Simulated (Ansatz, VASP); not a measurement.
## Os (Osmium) in two plane-wave programs

One calculation is typed for both programs; each brings its own data sets and cutoff. How far apart do they land? The cell is taken from a series of VASP runs on this material, whose earlier steps may have relaxed, scaled or displaced it; both programs get it as it stands.

Program: Ansatz 0.2.0. Level of theory: plane waves, with VASP 6.6.1 beside it; zone-centre phonons at PBEsol and zone-centre phonons at PBE. Results are calculated unless marked as measured.

## Step 1: The starting structure

It takes space group P6_3/mmc (No. 194, hexagonal). Conventional cell: a = 2.728 Å, b = 2.728 Å, c = 4.315 Å, α = 90.00°, β = 90.00°, γ = 120.00°. Os has 12 Os at 2.67 to 2.73 Å nearest.

## Step 2: Ansatz: zone-centre phonons, PBEsol

Ansatz runs on its default PAW (the set named soft_2) files.

Second derivatives magnify differences that forces hide, and they need a tight electronic threshold.

File input.yaml:

```yaml
crystal:
  lattice:
    - [2.7282957651, 0.0, 0.0]
    - [-1.3641478826, 2.3627734416, 0.0]
    - [0.0, 0.0, 4.3147900133]
  atoms:
    - { symbol: Os, position: [0.6666666667, 0.3333333333, 0.75] }
    - { symbol: Os, position: [0.3333333333, 0.6666666667, 0.25] }
hamiltonian:
  xc: pbesol
  pseudopotentials: { kind: paw }
kpoints:
  mp_grid: { grid: [18, 18, 10] }
scf:
  occupations: { method: methfessel_paxton, width: 0.15 }
phonons:
  method: dfpt
  qpoints: [[0, 0, 0]]
```

On the command line:

```sh
$ ansatz run input.yaml --threads 4 --pin off --max-ram 9216MiB --backend cpu --events-out ev --progress --plain --runs-dir out
```

Numbers of over 12 decimals in the logs are rounded to 6 here.

Output:

```text
zone centre: on kpoints.mp_grid the ground state, and the responses unless they are solved on pairs of k-points, stand on 546 of the mesh's 3240 k-points, reduced under 4 symmetry operations, with k and −k counted as one. Each operation leaves every solved displacement unchanged or reverses it
Engine: ansatz 0.2.0, aarch64-unknown-linux-gnu
Pseudopotentials: kind: paw
Pseudopotential: Os, paw, valence charge 16, recommended cutoff 420 eV (normal), Os.paw.azcp
Functional definition: PBEsol
  exchange = pbesol_x
  correlation = pbesol_c
Crystal: 2 atoms, lattice volume = 27.815 Å³
Basis set: ecut = 420 eV, 537 PW (Γ), exchange–correlation on 40×40×60 points (8 copies of the dense FFT grid, shifted against one another)
Bands: 20, of which v1, the nominal top of the filled ones, is band 16 counted from 1 (15 counted from 0)
Symmetry: 24 space group operations
k-points: 546 of 3240 (irreducible under 4 space group operations, time reversal used)
Non-local potential: Os, projectors of the file, l = 0: 3, l = 1: 2, l = 2: 2, l = 3: 1
PAW form: soft (Blöchl's): semilocal exchange-correlation on the pseudo side does not see the compensation charge
PAW frozen core: Os, regenerated for the run's functional, and the local potential with it (the file was generated under x = pbe(κ = 0.804, μ = 0.219515), c = pbe(β = 0.066725))
PAW one-centre angular grid: Os, 590 points (default); XC on 64 Gauss nodes
Initial density: superposition of atomic densities (neutral atoms: chi_scale 0, normalization atom), corrected by the library's trained network
Initial wavefunctions: pseudopotential atomic-orbital guess
Functional: x = pbesol(κ = 0.804, μ = 0.123457), c = pbesol(β = 0.046)
SCF iter   1: F=—  HF=-22502.117199 eV  |F-HF|=—  |Δ(HF+E_count)|=         —  Δρ=1.07e-2  dr2=1.48e-2  ethr=1.77e-3  ⟨swp⟩=4.8  Hψ=42606  notcnv=0
preconditioner: auto → none  [metal: Δε(μ)=0.011 eV  Ē_g=6.944 eV  σ=0.150 eV  W_gap=0.06  n_scr=8 (ndim 8)  ℏωp=28.2 eV  f_vac=0.000  D(μ)=1.53/eV (n_scr^D=22)  sad-step TF]
SCF iter   2: F=—  HF=-22502.116595 eV  |F-HF|=—  |Δ(HF+E_count)|=   6.04e-4  S|Δr|=    0.00e0  Δρ=6.08e-3  dr2=4.60e-3  ethr=4.64e-5  ⟨swp⟩=1.1  Hψ=15852  notcnv=0
SCF iter   3: F=—  HF=-22502.116370 eV  |F-HF|=—  |Δ(HF+E_count)|=   2.25e-4  S|Δr|=    0.00e0  Δρ=2.99e-4  dr2=1.57e-5  ethr=1.44e-5  ⟨swp⟩=2.0  Hψ=14953  notcnv=0
SCF iter   4: F=—  HF=-22502.116367 eV  |F-HF|=—  |Δ(HF+E_count)|=   3.08e-6  S|Δr|=    0.00e0  Δρ=5.15e-5  dr2=5.45e-7  ethr=4.91e-8  ⟨swp⟩=2.1  Hψ=16036  notcnv=0
SCF iter   5: F=—  HF=-22502.116369 eV  |F-HF|=—  |Δ(HF+E_count)|=   1.78e-6  S|Δr|=    0.00e0  Δρ=6.34e-6  dr2=7.78e-9  ethr=1.70e-9  ⟨swp⟩=2.0  Hψ=15268  notcnv=0
SCF iter   6: F=—  HF=-22502.116369 eV  |F-HF|=—  |Δ(HF+E_count)|=   1.72e-9  S|Δr|=    0.00e0  Δρ=1.01e-6  dr2=1.71e-10  ethr=2.43e-11  ⟨swp⟩=2.1  Hψ=16730  notcnv=0
SCF iter   7: F=-22502.116369 eV  HF=-22502.116369 eV  |F-HF|=3.64e-12  |Δ(HF+E_count)|=  6.55e-11  S|Δr|=    0.00e0  Δρ=1.95e-7  dr2=5.58e-12  ethr=1.00e-12  ⟨swp⟩=6.3  Hψ=48467  notcnv=0
SCF 1 converged in 7 iterations: F = -22502.116369 eV  dr2 = 5.58e-12
  greatest PAW one-centre occupation: 1.000 electrons in one spin orbital (limit 2), on the Os atom at site 1 (counted from 0), in its partial waves of l = 0
DFPT response loops at Γ: preconditioner auto → Kerker (q_TF=auto, 2.793 Å⁻¹) (partly filled bands, converged f_vac=0.000); β = 1.00, the filter's whole step (`scf.mixing.beta` (0.50) is not read by the response loops under this deck's `scf.mixing.preconditioner`; to damp them name `kerker` or `kerker_dos`, under which they read `scf.mixing.beta`, and type it under 1.00, their step now; both keys bind the ground state too); Broyden in place of MSR1
SCF converged after 7 iterations
Stability not checked: this state was not tested for a lower state beside it, because cold or Methfessel-Paxton smearing, or corrected tetrahedra, fill the levels in a way that the test cannot read (fill_not_monotonic; see scf.lower_state_search)
Free energy (F): -22502.116369 eV
Harris-Foulkes:  -22502.116369 eV  (|F-HF|=3.64e-12)
Internal energy: -22502.115056 eV  (E = F + TS)
E sigma→0 (E₀):  -22502.116041 eV
Entropy (-TS):   -0.001313 eV (-0.657 meV/atom)
Fermi energy:    26.017018 eV
--- Per-component energies (eV) ---
  E_band       = -130.031802
  E_kinetic    = 1124.747153
  E_local      = -1560.182590  (includes V_loc(G=0)·N_el)
  E_nonlocal   = 2.717874
  E_hartree    = 647.502820
  E_xc         = -530.896310
  E_vxc        = -568.099426  (∫ρ·V_xc dr)
  E_paw        = -17759.937467  (= ΣΔE_a)
  E_vpaw       = -424.220231  (= ΣTr[D̂ρ^β])
  E_aug_tail   = -0.000161  (compensation charges beyond the density's cutoff)
  E_ewald      = -4426.562241
  E_core_change = 0.495866  (= ΣΔE_core)
  E_smearing   = -0.001313  (= −TS)
  E_closure    = 0.000000  (closes the sum)
  Σ components = -22502.116369   (vs F -22502.116369, Δ=0.00e0)
--- Band table (eV; the first three rows and the last of 546) ---
  k-point 0: bands = [... 12 lower, 23.1786, 23.7808, 23.7808, 24.4571, 24.4571, 26.0102, 27.7387, 27.7387]
  k-point 1: bands = [... 12 lower, 23.1045, 23.6972, 23.6972, 24.6504, 24.6504, 25.5951, 27.7573, 27.7573]
  k-point 2: bands = [... 12 lower, 22.9035, 23.4808, 23.4808, 24.6272, 25.1218, 25.1218, 27.7665, 27.7665]
  k-point 545: bands = [... 12 lower, 22.5593, 22.5593, 24.3661, 24.3661, 28.3330, 28.3330, 30.9152, 30.9152]
--- Phonons (Γ-DFPT): 2 representative perturbations + reference, on 546 of 3240 k-points (Σ response iterations 6) ---
  k mesh reduced under 4 symmetry operations, with k and −k counted as one. Each operation leaves every solved displacement unchanged or reverses it
  ASR residual: 1.866e-4 → 0.000e0 eV/Å²; symmetrization residual: 8.244e-10 eV/Å²
  ASR residual per site (eV/Å²): 1.87e-4 1.87e-4
  Γ frequencies (cm⁻¹): 0.00 0.00 0.00 171.90 171.90 224.32
  non-analytic LO–TO correction: not included (Born effective charges unavailable; polar crystals: no LO–TO splitting at Γ)
--- Phonons (arbitrary-q DFPT): 1 explicit q-point ---
  q = [0, 0, 0] (of the zone-centre solve; hermiticity 9.37e-11, symmetrization 4.06e-11): -0.00 -0.00 0.00 171.90 171.90 224.32
  sum rule: each row above includes the acoustic sum rule's correction from the zone centre's row sums; it moved no ω² by more than (0.52 cm⁻¹)²
```

Wall time 34 s (4 threads of Arm Neoverse N1, shared host); peak memory 1.1 GiB.

## Step 3: VASP: zone-centre phonons, PBEsol

The same cell, functional, mesh and smearing now go to VASP, with its own data sets and cutoff.

Lines of VASP's logs that name or quote its potential files are left out, and so is its time.

File INCAR:

```
SYSTEM = Os
PREC = Accurate
ENCUT = 450
EDIFF = 1E-08
NELM = 100
ISMEAR = 1
SIGMA = 0.15
LREAL = .FALSE.
ALGO = Normal
GGA = PS
NBANDS = 14
LORBIT = 11
LWAVE = .FALSE.
LCHARG = .FALSE.
KPAR = 2
IBRION = 8
ISIF = 2
```

File POSCAR:

```
Os
1.0
    2.7282957651      0.0000000000      0.0000000000
   -1.3641478826      2.3627734416      0.0000000000
    0.0000000000      0.0000000000      4.3147900133
Os
2
Direct
    0.6666666667      0.3333333333      0.7500000000
    0.3333333333      0.6666666667      0.2500000000
```

File KPOINTS:

```
Automatic mesh
0
Gamma
18 18 10
0 0 0
```

Potentials, in the order of the species: Os (PBE family, release 64).

On the command line:

```sh
$ mpirun -np 2 vasp_std
```

Output:

```text
[banner, memory and clock lines left out]
running    2 mpi-ranks, on    1 nodes
 distrk:  each k-point on    1 cores,    2 groups
 distr:  one band on    1 cores,    1 groups

 POSCAR found type information on POSCAR Os
 POSCAR found :  1 types and       2 ions
|                                                                             |
|               ----> ADVICE to this user running VASP <----                  |
|                                                                             |
|     You enforced a specific xc type in the INCAR file but a different       |
|     [... a line on the potential file left out ...]
|     I HOPE YOU KNOW WHAT YOU ARE DOING!                                     |
|                                                                             |

 LDA part: xc-table for (Slater+PW92), standard interpolation
 POSCAR, INCAR and KPOINTS ok, starting setup
 FFT: planning ... GRIDC
 FFT: planning ... GRID_SOFT
 FFT: planning ... GRID
 WAVECAR not read
 entering main loop
       N       E                     dE             d eps       ncg     rms          rms(c)
DAV:   1     0.874728957827E+02    0.87473E+02   -0.68811E+03  6216   0.974E+02
DAV:   2    -0.215475663880E+02   -0.10902E+03   -0.96197E+02  6384   0.329E+02
DAV:   3    -0.259855460532E+02   -0.44380E+01   -0.42437E+01  8160   0.567E+01
DAV:   4    -0.260275766062E+02   -0.42031E-01   -0.41868E-01  6762   0.560E+00
DAV:   5    -0.260278281356E+02   -0.25153E-03   -0.25151E-03  8042   0.390E-01    0.247E+01
DAV:   6    -0.248358666179E+02    0.11920E+01   -0.11029E+00  7710   0.902E+00    0.111E+01
DAV:   7    -0.244910079505E+02    0.34486E+00   -0.73078E-01  7824   0.722E+00    0.560E-01
DAV:   8    -0.244843896891E+02    0.66183E-02   -0.67872E-03  6312   0.653E-01    0.340E-01
DAV:   9    -0.244816443481E+02    0.27453E-02   -0.16338E-03  7284   0.435E-01    0.495E-02
DAV:  10    -0.244816642530E+02   -0.19905E-04   -0.57150E-05  7884   0.674E-02    0.105E-02
DAV:  11    -0.244816436084E+02    0.20645E-04   -0.47365E-06  6930   0.240E-02    0.112E-03
DAV:  12    -0.244816430334E+02    0.57499E-06   -0.10771E-07  7746   0.329E-03    0.707E-04
DAV:  13    -0.244816429373E+02    0.96079E-07   -0.19307E-09  4704   0.405E-04    0.264E-04
DAV:  14    -0.244816429015E+02    0.35795E-07   -0.27972E-10  3666   0.135E-04    0.811E-05
DAV:  15    -0.244816428910E+02    0.10570E-07   -0.72972E-11  3468   0.104E-04    0.695E-05
DAV:  16    -0.244816428882E+02    0.27630E-08   -0.91407E-12  3342   0.322E-05
   1 F= -.24481643E+02 E0= -.24481226E+02  d E =-.124931E-02
 Linear response reoptimize wavefunctions to high precision
DAV:   1    -0.244816428888E+02   -0.55684E-09   -0.12644E-12  3576   0.150E-05
DAV:   2    -0.244816428888E+02   -0.13642E-11   -0.71170E-13  3324   0.573E-06
 Linear response DOF=           2
 Linear response progress:
  Degree of freedom:   1/  2
       N       E                     dE             d eps       ncg     rms          rms(c)
RMM:   1    -0.192622435860E+00   -0.19262E+00   -0.11176E-01 46107   0.250E+00
RMM:   2    -0.188999745835E+00    0.36227E-02   -0.17756E-03 37591   0.519E-01    0.150E-01
RMM:   3    -0.187727926120E+00    0.12718E-02   -0.52255E-04 42885   0.157E-01    0.844E-02
RMM:   4    -0.186981525381E+00    0.74640E-03   -0.78250E-04 43360   0.186E-01    0.106E-02
RMM:   5    -0.187044344055E+00   -0.62819E-04   -0.14607E-05 44430   0.280E-02    0.433E-03
RMM:   6    -0.187022762980E+00    0.21581E-04   -0.16746E-06 44345   0.843E-03    0.134E-03
RMM:   7    -0.187019886059E+00    0.28769E-05   -0.35404E-08 45485   0.146E-03    0.841E-04
RMM:   8    -0.187017341564E+00    0.25445E-05   -0.18621E-08 44230   0.135E-03    0.857E-05
RMM:   9    -0.187016787563E+00    0.55400E-06    0.10728E-08 45966   0.185E-04    0.238E-05
RMM:  10    -0.187016612863E+00    0.17470E-06   -0.91116E-09 44898   0.293E-05    0.485E-06
RMM:  11    -0.187016580922E+00    0.31941E-07   -0.51459E-09 46299   0.732E-06    0.170E-06
RMM:  12    -0.187016593574E+00   -0.12652E-07   -0.18954E-09 40148   0.386E-06    0.278E-07
RMM:  13    -0.187016595087E+00   -0.15134E-08   -0.40451E-10 18363   0.122E-06    0.867E-08
 first order change of Fermi-energy  -0.13214E-04
 force on displaced ion       1 direction 1 : -10.282   0.001   0.000
 Linear response progress:
  Degree of freedom:   2/  2
       N       E                     dE             d eps       ncg     rms          rms(c)
RMM:   1    -0.246670031776E+00   -0.24667E+00   -0.14090E-01 15937   0.264E+00
RMM:   2    -0.237763298287E+00    0.89067E-02   -0.11390E-03 12388   0.726E-01    0.178E-01
RMM:   3    -0.237573406605E+00    0.18989E-03   -0.37340E-04 14820   0.150E-01    0.101E-01
RMM:   4    -0.237663753015E+00   -0.90346E-04   -0.37815E-04 14817   0.146E-01    0.110E-02
RMM:   5    -0.237723452535E+00   -0.59700E-04   -0.16075E-05 15294   0.172E-02    0.480E-03
RMM:   6    -0.237739895807E+00   -0.16443E-04   -0.12035E-05 14764   0.452E-03    0.253E-03
RMM:   7    -0.237742274227E+00   -0.23784E-05    0.25560E-06 15310   0.231E-03    0.426E-04
RMM:   8    -0.237739693805E+00    0.25804E-05    0.80979E-07 15299   0.663E-04    0.147E-04
RMM:   9    -0.237738170299E+00    0.15235E-05    0.25417E-07 15273   0.255E-04    0.430E-05
RMM:  10    -0.237738276524E+00   -0.10623E-06   -0.27123E-07 14627   0.119E-04    0.374E-06
RMM:  11    -0.237738257732E+00    0.18792E-07   -0.13747E-08 15631   0.282E-05    0.248E-06
RMM:  12    -0.237738253334E+00    0.43976E-08    0.18956E-08 14761   0.109E-05    0.513E-07
 first order change of Fermi-energy   0.12101E-03
 force on displaced ion       1 direction 3 :  -0.000  -0.000 -17.591
 Linear response finished
```

Parts of OUTCAR (step 3):

```text
ion  position               nearest neighbor table
   1  0.667  0.333  0.750-   2 2.67   2 2.67   2 2.67   2 2.67   2 2.67   2 2.67
   2  0.333  0.667  0.250-   1 2.67   1 2.67   1 2.67   1 2.67   1 2.67   1 2.67

  LATTYP: Found a hexagonal cell.
 ALAT       =     2.7282957651
 C/A-ratio  =     1.5814964303

 Subroutine GETGRP returns: Found 24 space group operations
 (whereof 12 operations were pure point group operations)

The static configuration has the point symmetry D_3d.
 The point group associated with its full space group is D_6h.

 Found    222 irreducible k-points:

   k-points           NKPTS =    222   k-points in BZ     NKDIM =    222   number of bands    NBANDS=     14

   dimension x,y,z NGX =    20 NGY =   20 NGZ =   30
   dimension x,y,z NGXF=    40 NGYF=   40 NGZF=   60

   ENCUT  =  450.0 eV  33.07 Ry    5.75 a.u.   4.72  4.72  7.46*2*pi/ulx,y,z

   NELECT =      16.0000    total number of electrons

 k-points in reciprocal lattice and weights: Automatic mesh
   0.00000000  0.00000000  0.00000000       0.000
   0.05555556  0.00000000  0.00000000       0.002
   0.11111111  0.00000000  0.00000000       0.002
   0.16666667  0.00000000  0.00000000       0.002
   0.22222222 -0.00000000  0.00000000       0.002
   0.27777778  0.00000000  0.00000000       0.002
   0.33333333  0.00000000  0.00000000       0.002
   0.38888889  0.00000000  0.00000000       0.002
   0.44444444 -0.00000000  0.00000000       0.002
[...]
0.33333333  0.27777778  0.50000000       0.004
   0.33333333  0.33333333  0.50000000       0.001

 average (electrostatic) potential at core
       1 -43.0204       2 -43.0204

  Total        0.0023394      0.0023394      0.0022114     -0.0000000      0.0000000      0.0000000
  in kB        0.1347555      0.1347555      0.1273822     -0.0000000      0.0000000      0.0000000
  external PRESSURE =       0.1322977 kB  Pullay stress =       0.0000000 kB

  energy-cutoff  :      450.00
  volume of cell :       27.81
      direct lattice vectors                 reciprocal lattice vectors
     2.728295765  0.000000000  0.000000000     0.366529176  0.211615719  0.000000000
    -1.364147883  2.362773442  0.000000000     0.000000000  0.423231437  0.000000000
     0.000000000  0.000000000  4.314790013     0.000000000  0.000000000  0.231760989

 POSITION                                       TOTAL-FORCE (eV/Angst)
 -----------------------------------------------------------------------------------
      1.36415      0.78759      3.23609         0.000000     -0.000000      0.000000
     -0.00000      1.57518      1.07870        -0.000000      0.000000      0.000000
 -----------------------------------------------------------------------------------
    total drift:                               -0.000000      0.000000     -0.000000

 Eigenvectors and eigenvalues of the dynamical matrix
 ----------------------------------------------------

   1 f  =    6.723595 THz    42.245591 2PiTHz  224.274975 cm-1    27.806540 meV
             X         Y         Z           dx          dy          dz
      1.364148  0.787591  3.236093     0.000000    0.000000   -0.707107
     -0.000000  1.575182  1.078698     0.000000    0.000000    0.707107

   2 f  =    5.140531 THz    32.298911 2PiTHz  171.469670 cm-1    21.259520 meV
             X         Y         Z           dx          dy          dz
      1.364148  0.787591  3.236093    -0.563794    0.426774    0.000000
     -0.000000  1.575182  1.078698     0.563794   -0.426774    0.000000

   3 f  =    5.140531 THz    32.298911 2PiTHz  171.469670 cm-1    21.259520 meV
             X         Y         Z           dx          dy          dz
      1.364148  0.787591  3.236093    -0.426774   -0.563794   -0.000000
     -0.000000  1.575182  1.078698     0.426774    0.563794   -0.000000

   4 f  =    0.000000 THz     0.000000 2PiTHz    0.000002 cm-1     0.000000 meV
             X         Y         Z           dx          dy          dz
      1.364148  0.787591  3.236093     0.202930    0.658299   -0.159568
     -0.000000  1.575182  1.078698     0.202930    0.658299   -0.159568

   5 f/i=    0.000000 THz     0.000000 2PiTHz    0.000002 cm-1     0.000000 meV
             X         Y         Z           dx          dy          dz
      1.364148  0.787591  3.236093    -0.673362    0.177979   -0.122092
     -0.000000  1.575182  1.078698    -0.673362    0.177979   -0.122092

   6 f/i=    0.000000 THz     0.000001 2PiTHz    0.000003 cm-1     0.000000 meV
             X         Y         Z           dx          dy          dz
      1.364148  0.787591  3.236093     0.073501   -0.186992   -0.677961
     -0.000000  1.575182  1.078698     0.073501   -0.186992   -0.677961

 ELASTIC MODULI CONTR FROM IONIC RELAXATION (kBar)
 Direction    XX          YY          ZZ          XY          YZ          ZX
 --------------------------------------------------------------------------------
 XX         -12.2936     12.2936      0.0000      0.0000     -0.0000      0.0000
 YY          12.2936    -12.2936     -0.0000      0.0000     -0.0000      0.0000
 ZZ           0.0000     -0.0000     -0.0000     -0.0000      0.0000      0.0000
 XY           0.0000      0.0000     -0.0000    -12.2936      0.0000      0.0000
 YZ          -0.0000     -0.0000      0.0000      0.0000     -0.0000      0.0000
 ZX           0.0000      0.0000      0.0000      0.0000      0.0000      0.0000
 --------------------------------------------------------------------------------
```

## Step 4: Side by side

Known differences besides the potentials themselves: the data sets hold 32 valence electrons in Ansatz (default PAW (the set named soft_2) files) and 16 in VASP; the cutoff is 420 eV in Ansatz and 450 eV in VASP; Ansatz makes its cores anew for this functional, VASP keeps those of its PBE data sets; VASP leaves aspherical gradient terms in its spheres out (LASPH is not set), Ansatz keeps them. Total energies have different zeros and are not compared.

Compared:

| quantity | Ansatz | VASP | difference |
| --- | --- | --- | --- |
| optical mode 1 to 2 (cm⁻¹) | 171.9 | 171.5 | +0.25 % |
| optical mode 3 (cm⁻¹) | 224.3 | 224.3 | +0.02 % |

Modes are paired by rising frequency and degeneracy, not by their patterns, so a pair may still set unlike modes beside each other.

(Part 1 of 2 ends here.)

[Lines on the potential files, build, host, timing and source positions are cut from VASP's logs without a mark.]

[Logs are printed without paths, hosts, clocks, repeated set-up lines and the standing remarks that a program may print on its own settings, such as how far it seeks lower states.]

[Hosts, paths, dates, database ids (printed as entryN), source tags and the programs' standing remarks are cut or masked in the printed files.]
